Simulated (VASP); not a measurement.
Data:

```
NbP
1.0
   -1.65897     1.65897     5.64108
    1.65897    -1.65897     5.64108
    1.65897     1.65897    -5.64108
Nb P
2 2
Direct
  0.75016   0.75016   0.00000
  0.50016   0.00016   0.50000
  0.33247   0.33247   0.00000
  0.08247   0.58247   0.50000
```

Method: PBEsol GGA, VASP's PBE PAW potentials (set 64) (plane waves; VASP). Settings: 400 eV cut-off, 14×14×14 Γ-centred mesh, tetrahedra with Blöchl corrections, potentials Nb_sv P.

**Question.** What does the run give for the energy per atom (σ→0), band gap (on the k-mesh) with the smallest direct gap where there is one?

**Answer.** 
```json
{
  "band gap (on the k-mesh)": "none (metal, semimetal or under 0.01 eV)",
  "energy per atom (σ→0)": "-9.459 eV/atom"
}
```

The absolute energy has meaning only against runs of the same code, potentials and settings.

The structure comes from a computed database's NbP entry (I4_1md); how it stands against other phases isn't given here. It was relaxed first.
